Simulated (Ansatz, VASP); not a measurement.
# Ni (Ni wire along [110], 14 atoms a period) in two plane-wave programs, part 2 of 2

Aim: how closely do two programs agree when they are given the same cell, functional and k mesh? The cell is taken from a series of runs on this material, whose earlier steps may have relaxed, scaled, displaced or heated it; both programs get it as it stands.

VASP 6.6.1 and Ansatz 0.2.0.

So far: Starting point; Ansatz: relaxation of the atoms, PBE.

### 3. VASP: relaxation of the atoms, PBE

Level of this step: PBE, spin-polarised from a ferromagnetic start; plane waves and PAW (Ni) (VASP).

The same cell, functional, mesh and smearing now go to VASP, with its own data sets.

Lines of VASP's logs that name or quote its potential files are left out, and so is its time.

Input file INCAR:

```
SYSTEM = Ni
PREC = Accurate
ENCUT = 520
EDIFF = 1E-07
NELM = 200
ISMEAR = -1
SIGMA = 0.05
LREAL = .FALSE.
ALGO = Normal
GGA = PE
NBANDS = 100
ISPIN = 2
MAGMOM = 0.76 0.73 0.76 0.73 0.77 0.77 0.78 0.74 0.74 0.78 0.77 0.77 0.76 0.76
LASPH = .TRUE.
LMAXMIX = 4
LORBIT = 11
LWAVE = .FALSE.
LCHARG = .FALSE.
ISIF = 2
IBRION = 2
NSW = 80
EDIFFG = -0.01
GGA_COMPAT = .FALSE.
NELMIN = 4
KPAR = 4
```

Input file POSCAR:

```
Ni
1.0
   13.8400000000      0.0000000000      0.0000000000
    0.0000000000     14.2670000000      0.0000000000
    0.0000000000      0.0000000000      2.6672112771
Ni
14
Direct
    0.3716973988      0.6740319619      0.0000000000
    0.3725139451      0.5000000000      0.0000000000
    0.6283026012      0.6740319619      0.0000000000
    0.6274860549      0.5000000000      0.0000000000
    0.2505125723      0.4140853718      0.5000000000
    0.2505125723      0.5859146282      0.5000000000
    0.5000000000      0.2465261092      0.5000000000
    0.5000000000      0.4135871592      0.5000000000
    0.5000000000      0.5864128408      0.5000000000
    0.5000000000      0.7534738908      0.5000000000
    0.7494874277      0.4140853718      0.5000000000
    0.7494874277      0.5859146282      0.5000000000
    0.3716973988      0.3259680381      0.0000000000
    0.6283026012      0.3259680381      0.0000000000
```

Input file KPOINTS:

```
Automatic mesh
0
Gamma
1 1 23
0 0 0
```

The projector-augmented-wave data sets are Ni (PBE family, release 64).

Launch:

```
mpirun -np 4 vasp_std
```

Numbers of over 12 decimals in the logs are rounded to 6 here.

Output:

```text
[banner, memory and clock lines left out]
running    4 mpi-ranks, on    1 nodes
 distrk:  each k-point on    1 cores,    4 groups
 distr:  one band on    1 cores,    1 groups

 POSCAR found type information on POSCAR Ni
 POSCAR found :  1 types and      14 ions
 LDA part: xc-table for (Slater+PW92), standard interpolation
 POSCAR, INCAR and KPOINTS ok, starting setup
 FFT: planning ... GRIDC
 FFT: planning ... GRID_SOFT
 FFT: planning ... GRID
 WAVECAR not read
 entering main loop
       N       E                     dE             d eps       ncg     rms          rms(c)
DAV:   1     0.979658775669E+03    0.97966E+03   -0.58254E+04  4832   0.141E+03
DAV:   2     0.147235299683E+01   -0.97819E+03   -0.92401E+03  4800   0.315E+02
DAV:   3    -0.752172042402E+02   -0.76690E+02   -0.68535E+02  5112   0.123E+02
DAV:   4    -0.772157062008E+02   -0.19985E+01   -0.19827E+01  5236   0.219E+01
DAV:   5    -0.772563736457E+02   -0.40667E-01   -0.40664E-01  6876   0.203E+00    0.313E+01
DAV:   6    -0.851952509064E+02   -0.79389E+01   -0.11304E+02  5412   0.111E+02    0.609E+01
DAV:   7    -0.796449086104E+02    0.55503E+01   -0.80088E+01  5332   0.120E+02    0.372E+01
DAV:   8    -0.703316063866E+02    0.93133E+01   -0.19528E+01  5508   0.611E+01    0.439E+01
DAV:   9    -0.699574010801E+02    0.37421E+00   -0.35672E+01  5420   0.465E+01    0.329E+01
DAV:  10    -0.734478040069E+02   -0.34904E+01   -0.11703E+01  5376   0.577E+01    0.455E+01
DAV:  11    -0.706750552048E+02    0.27727E+01   -0.98023E+00  5908   0.475E+01    0.446E+01
DAV:  12    -0.685851600713E+02    0.20899E+01   -0.13236E+01  5432   0.339E+01    0.340E+01
DAV:  13    -0.659291624241E+02    0.26560E+01   -0.59670E+00  5460   0.233E+01    0.157E+01
DAV:  14    -0.658295878179E+02    0.99575E-01   -0.81328E-01  5088   0.757E+00    0.112E+01
[...]
DAV:  37    -0.659205428774E+02   -0.24793E-04   -0.94836E-07  5220   0.927E-03    0.708E-03
DAV:  38    -0.659205686626E+02   -0.25785E-04   -0.86639E-07  5112   0.718E-03    0.509E-03
DAV:  39    -0.659205833095E+02   -0.14647E-04   -0.71364E-07  4664   0.726E-03    0.579E-03
DAV:  40    -0.659205865395E+02   -0.32299E-05   -0.36401E-07  4348   0.500E-03    0.304E-03
DAV:  41    -0.659205874438E+02   -0.90428E-06   -0.85954E-08  3376   0.215E-03    0.292E-03
DAV:  42    -0.659205881900E+02   -0.74621E-06   -0.39962E-08  3180   0.165E-03    0.153E-03
DAV:  43    -0.659205886222E+02   -0.43226E-06   -0.38735E-08  3240   0.121E-03    0.711E-04
DAV:  44    -0.659205887079E+02   -0.85627E-07   -0.11814E-08  3148   0.592E-04
   1 F= -.65920589E+02 E0= -.65792610E+02  d E =-.659206E+02  mag=    10.2085
[...]
11 F= -.66262709E+02 E0= -.66147380E+02  d E =-.354929E-02  mag=     9.9194
[...]
12 F= -.66264008E+02 E0= -.66148876E+02  d E =-.484880E-02  mag=     9.9170
[...]
13 F= -.66264050E+02 E0= -.66148890E+02  d E =-.489088E-02  mag=     9.9173
[...]
14 F= -.66264837E+02 E0= -.66149319E+02  d E =-.786755E-03  mag=     9.9219
[...]
15 F= -.66264842E+02 E0= -.66149348E+02  d E =-.791637E-03  mag=     9.9216
 curvature:  -1.30 expect dE=-0.592E-04 dE for cont linesearch -0.120E-10
 trial: gam= 0.05360 g(F)=  0.455E-04 g(S)=  0.000E+00 ort = 0.113E-06 (trialstep = 0.184E+01)
 search vector abs. value=  0.495E-04
 bond charge predicted
       N       E                     dE             d eps       ncg     rms          rms(c)
DAV:   1    -0.662648457953E+02   -0.37587E-05   -0.35861E-02  4828   0.561E-01    0.589E-02
DAV:   2    -0.662652349123E+02   -0.38912E-03   -0.71266E-04  6476   0.404E-01    0.378E-01
DAV:   3    -0.662649060848E+02    0.32883E-03   -0.54328E-04  5184   0.401E-01    0.985E-02
DAV:   4    -0.662649179438E+02   -0.11859E-04   -0.14526E-04  5780   0.194E-01    0.110E-01
DAV:   5    -0.662648969723E+02    0.20971E-04   -0.51685E-05  5156   0.130E-01    0.482E-02
DAV:   6    -0.662648909698E+02    0.60025E-05   -0.15831E-05  5064   0.658E-02    0.179E-02
DAV:   7    -0.662648932547E+02   -0.22849E-05   -0.83895E-06  5380   0.493E-02    0.330E-02
DAV:   8    -0.662648898733E+02    0.33813E-05   -0.75108E-06  5224   0.518E-02    0.164E-02
DAV:   9    -0.662648893026E+02    0.57075E-06   -0.22131E-06  6080   0.208E-02    0.628E-03
DAV:  10    -0.662648892160E+02    0.86609E-07   -0.30836E-07  4004   0.678E-03
  16 F= -.66264889E+02 E0= -.66149425E+02  d E =-.472535E-04  mag=     9.9221
 trial-energy change:   -0.000047  1 .order   -0.000050   -0.000084   -0.000017
 step:   2.5416(harm=  2.2911)  dis= 0.00165  next Energy=   -66.264892 (dE=-0.503E-04)
 reached required accuracy - stopping structural energy minimisation
```

Parts of OUTCAR (step 3):

```text
ion  position               nearest neighbor table
   1  0.372  0.674  0.000-   2 2.48   6 2.48   6 2.48  10 2.49  10 2.49   9 2.55   9 2.55
   2  0.373  0.500  0.000-   5 2.48   6 2.48   5 2.48   6 2.48   1 2.48  13 2.48   9 2.53   8 2.53
                             8 2.53   9 2.53
   3  0.628  0.674  0.000-   4 2.48  12 2.48  12 2.48  10 2.49  10 2.49   9 2.55   9 2.55
   4  0.627  0.500  0.000-  11 2.48  12 2.48  11 2.48  12 2.48   3 2.48  14 2.48   8 2.53   9 2.53
                             9 2.53   8 2.53
   5  0.251  0.414  0.500-   6 2.45   2 2.48   2 2.48  13 2.48  13 2.48
   6  0.251  0.586  0.500-   5 2.45   2 2.48   2 2.48   1 2.48   1 2.48
   7  0.500  0.247  0.500-   8 2.38  13 2.49  14 2.49  13 2.49  14 2.49
   8  0.500  0.414  0.500-   7 2.38   9 2.47   2 2.53   4 2.53   2 2.53   4 2.53  13 2.55  14 2.55
                            13 2.55  14 2.55
   9  0.500  0.586  0.500-  10 2.38   8 2.47   2 2.53   4 2.53   2 2.53   4 2.53   1 2.55   3 2.55
                             3 2.55   1 2.55
  10  0.500  0.753  0.500-   9 2.38   3 2.49   1 2.49   1 2.49   3 2.49
  11  0.749  0.414  0.500-  12 2.45   4 2.48   4 2.48  14 2.48  14 2.48
  12  0.749  0.586  0.500-  11 2.45   4 2.48   4 2.48   3 2.48   3 2.48
  13  0.372  0.326  0.000-   2 2.48   5 2.48   5 2.48   7 2.49   7 2.49   8 2.55   8 2.55
  14  0.628  0.326  0.000-   4 2.48  11 2.48  11 2.48   7 2.49   7 2.49   8 2.55   8 2.55

  LATTYP: Found a simple orthorhombic cell.
 ALAT       =     2.6672112771
 B/A-ratio  =     5.1889402684
 C/A-ratio  =     5.3490325729

 Subroutine GETGRP returns: Found  8 space group operations
 (whereof  8 operations were pure point group operations)

The static configuration has the point symmetry D_2h.

 Found     12 irreducible k-points:

   k-points           NKPTS =     12   k-points in BZ     NKDIM =     12   number of bands    NBANDS=    100

   dimension x,y,z NGX =   108 NGY =  108 NGZ =   20
   dimension x,y,z NGXF=   216 NGYF=  216 NGZF=   40

   ENCUT  =  520.0 eV  38.22 Ry    6.18 a.u.  25.73 26.53  4.96*2*pi/ulx,y,z

   NELECT =     140.0000    total number of electrons

 k-points in reciprocal lattice and weights: Automatic mesh
   0.00000000  0.00000000  0.00000000       0.043
   0.00000000  0.00000000  0.04347826       0.087
   0.00000000  0.00000000  0.08695652       0.087
   0.00000000  0.00000000  0.13043478       0.087
   0.00000000  0.00000000  0.17391304       0.087
   0.00000000  0.00000000  0.21739130       0.087
   0.00000000  0.00000000  0.26086957       0.087
   0.00000000  0.00000000  0.30434783       0.087
   0.00000000  0.00000000  0.34782609       0.087
   0.00000000  0.00000000  0.39130435       0.087
   0.00000000  0.00000000  0.43478261       0.087
   0.00000000  0.00000000  0.47826087       0.087

 average (electrostatic) potential at core
       1 -91.6339       2 -91.9113       3 -91.6339       4 -91.9113       5 -91.4581
       6 -91.4581       7 -91.5095       8 -91.8784       9 -91.8784      10 -91.5095
      11 -91.4581      12 -91.4581      13 -91.6339      14 -91.6339

 E-fermi :  -0.4659

 spin component 1
 k-point     1 :       0.0000    0.0000    0.0000
  band No.  band energies     occupation
    ...
     74      -1.0033      0.99998
     75      -1.0006      0.99998
     76      -0.9674      0.99996
     77      -0.9158      0.99988
     78      -0.9027      0.99984
     79      -0.2246      0.00795
     80      -0.1632      0.00234
     81       0.5084      0.00000
     82       0.7422      0.00000
     83       1.0626      0.00000
    ...

 k-point     2 :       0.0000    0.0000    0.0435
  band No.  band energies     occupation
    ...
     74      -1.0484      0.99999
     75      -1.0421      0.99999
     76      -0.9281      0.99990
     77      -0.8744      0.99972
     78      -0.8030      0.99882
     79      -0.1458      0.00166
     80      -0.1042      0.00072
     81       0.6178      0.00000
     82       0.8205      0.00000
     83       1.1105      0.00000
    ...

 k-point     3 :       0.0000    0.0000    0.0870
  band No.  band energies     occupation
    ...
     74      -1.0877      1.00000
     75      -1.0701      0.99999
     76      -0.9801      0.99997
     77      -0.6807      0.98657
     78      -0.6512      0.97603
     79       0.0575      0.00003
     80       0.0650      0.00002
     81       0.8895      0.00000
     82       1.0258      0.00000
     83       1.2581      0.00000
    ...

 k-point     4 :       0.0000    0.0000    0.1304
  band No.  band energies     occupation
    ...
     73      -1.0784      1.00000
     74      -1.0755      0.99999
     75      -1.0169      0.99998
     76      -1.0084      0.99998
     77      -0.4922      0.62876
     78      -0.4170      0.27326
     79       0.3221      0.00000
     80       0.3396      0.00000
     81       1.2155      0.00000
     82       1.3089      0.00000
    ...

 k-point     5 :       0.0000    0.0000    0.1739
  band No.  band energies     occupation
    ...
     72      -1.0719      0.99999
     73      -1.0666      0.99999
     74      -1.0552      0.99999
     75      -1.0053      0.99998
     76      -0.8427      0.99947
     77      -0.3117      0.04378
     78      -0.1061      0.00075
     79       0.6435      0.00000
     80       0.6762      0.00000
     81       1.5295      0.00000
    ...

 k-point     6 :       0.0000    0.0000    0.2174
  band No.  band energies     occupation
    ...
     72      -1.0670      0.99999
     73      -1.0589      0.99999
     74      -0.9989      0.99998
     75      -0.8649      0.99966
     76      -0.6411      0.97079
     77      -0.0954      0.00060
     78       0.2411      0.00000
     79       1.0156      0.00000
     80       1.0561      0.00000
     81       1.8567      0.00000
    ...

  Total       -0.0870819     -0.0673521    -15.3642916      0.0000000      0.0000000     -0.0000000
  in kB       -0.2649185     -0.2048968    -46.7408874      0.0000000      0.0000000     -0.0000000
  external PRESSURE =     -15.7369009 kB  Pullay stress =       0.0000000 kB

  energy-cutoff  :      520.00
  volume of cell :      526.65
      direct lattice vectors                 reciprocal lattice vectors
    13.840000000  0.000000000  0.000000000     0.072254335  0.000000000  0.000000000
     0.000000000 14.267000000  0.000000000     0.000000000  0.070091820  0.000000000
     0.000000000  0.000000000  2.667211277     0.000000000  0.000000000  0.374923430

 POSITION                                       TOTAL-FORCE (eV/Angst)
 -----------------------------------------------------------------------------------
      5.26450      9.62816      0.00000         0.000632      0.001063     -0.000000
      5.26666      7.13350      0.00000         0.006788      0.000000      0.000000
      8.57550      9.62816      0.00000        -0.000632      0.001063     -0.000000
      8.57334      7.13350      0.00000        -0.006788     -0.000000     -0.000000
      3.70772      5.90230      1.33361        -0.001279      0.002712     -0.000000
      3.70772      8.36470      1.33361        -0.001279     -0.002712     -0.000000
      6.92000      3.48664      1.33361         0.000000     -0.003393     -0.000000
      6.92000      5.89231      1.33361         0.000000     -0.003020      0.000000
      6.92000      8.37469      1.33361         0.000000      0.003020     -0.000000
      6.92000     10.78036      1.33361         0.000000      0.003393     -0.000000
     10.13228      5.90230      1.33361         0.001279      0.002712     -0.000000
     10.13228      8.36470      1.33361         0.001279     -0.002712      0.000000
      5.26450      4.63884      0.00000         0.000632     -0.001063     -0.000000
      8.57550      4.63884      0.00000        -0.000632     -0.001063     -0.000000
 -----------------------------------------------------------------------------------
    total drift:                                0.000000      0.000000     -0.000000

  FREE ENERGIE OF THE ION-ELECTRON SYSTEM (eV)
  ---------------------------------------------------
  free  energy   TOTEN  =       -66.2648892160 eV

  energy  without entropy=      -66.0339606485  energy(sigma->0) =      -66.14942493

 reached required accuracy - stopping structural energy minimisation

 total charge
# of ion       s       p       d       tot
------------------------------------------
    1        0.485   0.386   8.311   9.182
    2        0.498   0.515   8.324   9.337
    3        0.485   0.386   8.311   9.182
    4        0.498   0.515   8.324   9.337
    5        0.477   0.296   8.342   9.115
    6        0.477   0.296   8.342   9.115
    7        0.489   0.291   8.334   9.114
    8        0.488   0.491   8.320   9.299
    9        0.488   0.491   8.320   9.299
   10        0.489   0.291   8.334   9.114
   11        0.477   0.296   8.342   9.115
   12        0.477   0.296   8.342   9.115
   13        0.485   0.386   8.311   9.182
   14        0.485   0.386   8.311   9.182
--------------------------------------------------
tot          6.799   5.319 116.570 128.688

 magnetization (x)
# of ion       s       p       d       tot
------------------------------------------
    1       -0.004  -0.022   0.744   0.718
    2       -0.009  -0.026   0.714   0.679
    3       -0.004  -0.022   0.744   0.718
    4       -0.009  -0.026   0.714   0.679
    5       -0.002  -0.011   0.751   0.738
    6       -0.002  -0.011   0.751   0.738
    7       -0.006  -0.013   0.764   0.745
    8       -0.008  -0.027   0.731   0.696
    9       -0.008  -0.027   0.731   0.696
   10       -0.006  -0.013   0.764   0.745
   11       -0.002  -0.011   0.751   0.738
   12       -0.002  -0.011   0.751   0.738
   13       -0.004  -0.022   0.744   0.718
   14       -0.004  -0.022   0.744   0.718
--------------------------------------------------
tot         -0.068  -0.266  10.399  10.065

[... 6 further parts left out ...]
```

CONTCAR:

```
Ni
   1.00000000000000
    13.8399999999999999    0.0000000000000000    0.0000000000000000
     0.0000000000000000   14.2669999999999995    0.0000000000000000
     0.0000000000000000    0.0000000000000000    2.6672112770999998
  Ni
    14
Direct
     0.3803832498143106    0.6748550329891957    0.0000000000000000
     0.3805391157087794    0.5000000000000000    0.0000000000000000
     0.6196167501856894    0.6748550329891957    0.0000000000000000
     0.6194608842912205    0.5000000000000000    0.0000000000000000
     0.2678988338255294    0.4137032329393378    0.5000000000000000
     0.2678988338255294    0.5862967670606624    0.5000000000000000
     0.5000000000000000    0.2443846672805724    0.5000000000000000
     0.5000000000000000    0.4130028996498595    0.5000000000000000
     0.5000000000000000    0.5869971003501406    0.5000000000000000
     0.5000000000000000    0.7556153327194275    0.5000000000000000
     0.7321011661744706    0.4137032329393378    0.5000000000000000
     0.7321011661744706    0.5862967670606624    0.5000000000000000
     0.3803832498143106    0.3251449670108044    0.0000000000000000
     0.6196167501856894    0.3251449670108044    0.0000000000000000
```

The magnetic state follows from one typed start and may not be the lowest. The run keeps the 8 symmetry operations of its start, so it cannot find a distortion of lower symmetry.

### 4. Comparison

Known differences besides the potentials themselves: VASP starts from the moments at which Ansatz ended; the data sets hold 252 valence electrons in Ansatz (on its default PAW (the set named soft_2) files) and 140 in VASP; the cutoff is 420 eV in Ansatz and 520 eV in VASP; site moments are counted in spheres of each program's own size. Total energies have different zeros and are not compared.

The two programs side by side:

| quantity | Ansatz | VASP | difference |
| --- | --- | --- | --- |
| volume (Å³) | 526.65 | 526.65 | +0.00 % |
| edge a after relaxation, in the typed setting (Å) | 13.840 | 13.840 | +0.00 % |
| edge b after relaxation, in the typed setting (Å) | 14.267 | 14.267 | +0.00 % |
| edge c after relaxation, in the typed setting (Å) | 2.667 | 2.667 | +0.00 % |
| total moment (μB) | 10.10 | 9.92 | +0.18 |
| moment on Ni7 (μB) | 0.78 | 0.74 | +0.03 |
| moment on Ni10 (μB) | 0.78 | 0.74 | +0.03 |
| moment on Ni6 (μB) | 0.77 | 0.74 | +0.03 |
| moment on Ni5 (μB) | 0.77 | 0.74 | +0.03 |
| moment on Ni11 (μB) | 0.77 | 0.74 | +0.03 |
| moment on Ni12 (μB) | 0.77 | 0.74 | +0.03 |
| moment on Ni3 (μB) | 0.76 | 0.72 | +0.04 |
| moment on Ni1 (μB) | 0.76 | 0.72 | +0.04 |

### 5. Results

```
difference in total moment (relaxation of the atoms, PBE) : 0.18 μB
```

The difference in total moment is 0.18 μB (relaxation of the atoms, PBE). The data sets hold unlike numbers of valence electrons (252 in Ansatz and 140 in VASP), so part of the differences may come from the potentials. How closely two codes agree says nothing of how well the functional describes the real material.

[Lines on the potential files, build, host, timing and source positions are cut from VASP's logs without a mark.]

[Logs are printed without paths, hosts, clocks, repeated set-up lines and the standing remarks that a program may print on its own settings, such as how far it seeks lower states.]

[Hosts, paths, dates, database ids (printed as entryN), source tags and the programs' standing remarks are cut or masked in the printed files.]
